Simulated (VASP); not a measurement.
# Settings for SiCl₄: relaxation of the atoms

SiCl₄, molecule in box, 5 atoms in the cell. PBE, relaxation of the atoms; PAW potentials Cl, Si (PBE set). VASP 6.6.1.

Wanted: energy within 1 meV/atom; two shortest distances of each atom within 0.01 Å.

POSCAR:
```
SiCl4
1.0
   12.0000000000      0.0000000000      0.0000000000
    0.0000000000     13.0000000000      0.0000000000
    0.0000000000      0.0000000000     13.0000000000
Cl Si
4 1
Direct
    0.4066280000      0.4698040000      0.6276450000
    0.6152750000      0.3857660000      0.4987090000
    0.3807410000      0.4231920000      0.3787190000
    0.5331550000      0.6178080000      0.4626590000
    0.4814300000      0.4701650000      0.4871140000
```

The series start from Force threshold EDIFFG (eV/Å): -0.02; Electronic threshold EDIFF (eV): 1e-6; Relaxation method: conjugate gradient, POTIM 0.5; Mixing and least electronic steps: default. Each series keeps the choices made before it, and each single choice may use up half of a tolerance.

## Force threshold EDIFFG (eV/Å)

| Force threshold EDIFFG (eV/Å) | Energy less reference (meV/atom) | Two shortest distances of each atom, largest deviation (Å) | Time (s) |
|---|---|---|---|
| -0.1 | 0.0 | 0.002 | 39 |
| -0.05 | 0.0 | 0.002 | 36 |
| -0.03 | 0.0 | 0.002 | 30 |
| -0.02 | 0.0 | 0.001 | 54 |
| -0.01 | 0.0 | 0.001 | 33 |
| -0.005 | 0.0 | 0.000 | 41 |
| -0.002 (reference) | 0.0 | 0.000 | 39 |

Chosen: -0.1, the loosest value from which every tighter one stays within half of the tolerance.

## Electronic threshold EDIFF (eV)

| Electronic threshold EDIFF (eV) | Energy less reference (meV/atom) | Two shortest distances of each atom, largest deviation (Å) | Time (s) |
|---|---|---|---|
| 0.001 | 0.0 | 0.003 | 14 |
| 0.0001 | 0.0 | 0.001 | 21 |
| 1e-5 | 0.0 | 0.001 | 28 |
| 1e-6 | 0.0 | 0.000 | 39 |
| 1e-7 (reference) | 0.0 | 0.000 | 43 |

Chosen: 0.001.

## Relaxation method

| Relaxation method | Energy less reference (meV/atom) | Two shortest distances of each atom, largest deviation (Å) | SCF iterations | Time (s) |
|---|---|---|---|---|
| conjugate gradient, POTIM 0.5 | 0.0 | 0.000 | 38 | 14 |
| conjugate gradient, POTIM 0.2 | 0.0 | 0.005 | 46 | 16 |
| conjugate gradient, POTIM 1.0 | 0.0 | 0.003 | 47 | 17 |
| quasi-Newton, POTIM 0.5 | 0.4 | 0.015 | 26 | 8.7 |
| quasi-Newton, POTIM 0.3, 10 steps kept | 0.1 | 0.003 | 27 | 10 |
| quasi-Newton, POTIM 0.5, at least 5 electronic steps | 0.4 | 0.014 | 30 | 10 |
| damped dynamics, POTIM 0.2, SMASS 0.4 | 0.0 | 0.004 | 58 | 21 |
| damped dynamics, POTIM 0.4, SMASS 0.8 | 0.0 | 0.003 | 41 | 21 |
| velocity quench, POTIM 0.1 | 0.4 | 0.015 | 25 | 12 |

Chosen: quasi-Newton, POTIM 0.3, 10 steps kept; it saves 3.6 s of 14, so conjugate gradient, POTIM 0.5 would do nearly as well.

## Mixing and least electronic steps

| Mixing and least electronic steps | Energy less reference (meV/atom) | Two shortest distances of each atom, largest deviation (Å) | SCF iterations | Time (s) |
|---|---|---|---|---|
| default | 0.0 | 0.000 | 27 | 10 |
| MAXMIX 40 | 0.1 | 0.011 | 26 | 10 |
| NELMIN 4 | 0.0 | 0.002 | 30 | 11 |
| NELMIN 4, MAXMIX 40 | 0.0 | 0.009 | 30 | 11 |
| ALGO Fast | 0.9 | 0.025 | 23 | 8.2 |

Chosen: default; no other choice that stays within half of the tolerance saves 30 % of the time.

## All choices together

| Input | Energy less reference (meV/atom) | Two shortest distances of each atom, largest deviation (Å) | Time (s) |
|---|---|---|---|
| program defaults (naive) | 0.1 | 0.003 | 22 |
| chosen settings | 0.1 | 0.004 | 10 |
| reference settings throughout | 0.0 | 0.000 | 61 |

The tolerance is met.

## The input

INCAR:
```
  ALGO = Normal
  EDIFF = 0.001
  EDIFFG = -0.1
  ENCUT = 300
  IBRION = 1
  ISIF = 2
  ISMEAR = 0
  ISYM = 0
  KPAR = 1
  LASPH = T
  LCHARG = F
  LREAL = F
  LWAVE = F
  NELM = 100
  NFREE = 10
  NSW = 150
  POTIM = 0.3
  PREC = Normal
  SIGMA = 0.01
```

KPOINTS:
```
k-points
0
Gamma
  1 1 1
```

Commands:
```
cat potpaw_PBE.64/Cl/POTCAR potpaw_PBE.64/Si/POTCAR > POTCAR
mpirun -np 4 vasp_gam > vasp.out
```

The naive input happens to agree within the tolerance here, in 22 s.

The chosen input took VASP 6.6.1 10 s on 4 cores (Intel Xeon 6975P-C (Granite Rapids)), a shared host.

## An input that fails: ionic step far too long

What the run shows: internal error in: us.F  at line: 1398 internal ERROR SETYLM_AUG: -40 25 638 68 -41 24 24 If you are not a developer, you should not encounter this problem. Please submit a bug report.

Changes against the starting input:
```
- NELM = 100
- IBRION = 2
- NSW = 150
- POTIM = 0.5
+ NELM = 60
+ IBRION = 3
+ NSW = 30
+ POTIM = 5.0
+ SMASS = 0.4
```
